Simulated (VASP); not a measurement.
Level of theory: PW91 GGA, VASP's PBE PAW potentials (set 64) (plane waves; VASP).

VASP ran on this input.

### KPOINTS
```
Automatic mesh
0
Gamma
10 10 10
0 0 0
```

### POSCAR
```
InSb
1
    0.0000000000     3.2814187542     3.2814187542
    3.2814187542     0.0000000000     3.2814187542
    3.2814187542     3.2814187542     0.0000000000
In Sb
1 1
Direct
  0.0000000000   0.0000000000   0.0000000000
  0.2500000000   0.2500000000   0.2500000000
```

INCAR:
```
ALGO = Normal
EDIFF = 1E-7
ENCUT = 520
GGA = 91
ISIF = 2
ISMEAR = 1
LASPH = .TRUE.
LCHARG = .FALSE.
LMAXMIX = 4
LREAL = .FALSE.
LWAVE = .FALSE.
NELM = 100
PREC = Accurate
SIGMA = 0.1
SYSTEM = InSb
```

POTCAR, in this order: In_d Sb (PBE.64 set). Program: vasp_std.

The run wrote:

**OSZICAR**
```
       N       E                     dE             d eps       ncg     rms          rms(c)
DAV:   1     0.108942258401E+03    0.10894E+03   -0.80708E+03  1222   0.136E+03
DAV:   2     0.488381845586E+00   -0.10845E+03   -0.10562E+03  1277   0.300E+02
DAV:   3    -0.691361082431E+01   -0.74020E+01   -0.72157E+01  1597   0.852E+01
DAV:   4    -0.711604350719E+01   -0.20243E+00   -0.20234E+00  1473   0.166E+01
DAV:   5    -0.712339223067E+01   -0.73487E-02   -0.73484E-02  1793   0.263E+00    0.413E+00
DAV:   6    -0.701810801044E+01    0.10528E+00   -0.20346E-01  1664   0.799E+00    0.235E+00
DAV:   7    -0.700380245614E+01    0.14306E-01   -0.72556E-02  1608   0.311E+00    0.633E-01
DAV:   8    -0.700423016373E+01   -0.42771E-03   -0.78703E-03  1607   0.121E+00    0.265E-01
DAV:   9    -0.700482906791E+01   -0.59890E-03   -0.92800E-04  1342   0.308E-01    0.707E-02
DAV:  10    -0.700486555593E+01   -0.36488E-04   -0.44554E-05  1662   0.543E-02    0.352E-02
DAV:  11    -0.700490457594E+01   -0.39020E-04   -0.72821E-05  1292   0.666E-02    0.245E-02
DAV:  12    -0.700490537070E+01   -0.79476E-06   -0.12180E-06  1372   0.979E-03    0.702E-03
DAV:  13    -0.700490578695E+01   -0.41625E-06   -0.15029E-06  1347   0.108E-02    0.322E-03
DAV:  14    -0.700490576307E+01    0.23875E-07   -0.27224E-08  1106   0.126E-03
   1 F= -.70049058E+01 E0= -.70049938E+01  d E =0.264177E-03
```

### OUTCAR
```
------------------------ aborting loop because EDIFF is reached ----------------------------------------
  FORCE on cell =-STRESS in cart. coord.  units (eV):
  Direction    XX          YY          ZZ          XY          YZ          ZX
  --------------------------------------------------------------------------------------
  Total        0.5454418      0.5454418      0.5454418      0.0000000      0.0000000     -0.0000000
  in kB       12.3664202     12.3664202     12.3664202      0.0000000      0.0000000     -0.0000000
  external PRESSURE =      12.3664202 kB  Pullay stress =       0.0000000 kB
  volume of cell :       70.67
      direct lattice vectors                 reciprocal lattice vectors
     0.000000000  3.281418754  3.281418754    -0.152373116  0.152373116  0.152373116
     3.281418754  0.000000000  3.281418754     0.152373116 -0.152373116  0.152373116
     3.281418754  3.281418754  0.000000000     0.152373116  0.152373116 -0.152373116
  FREE ENERGIE OF THE ION-ELECTRON SYSTEM (eV)
  ---------------------------------------------------
  free  energy   TOTEN  =        -7.0049057631 eV

  energy  without entropy=       -7.0051699402  energy(sigma->0) =       -7.00499382
```
(Selected blocks of OUTCAR.)

The compound is InSb in the zinc blende structure. This cell is one point of a volume scan, at 0.97 of the reference volume.
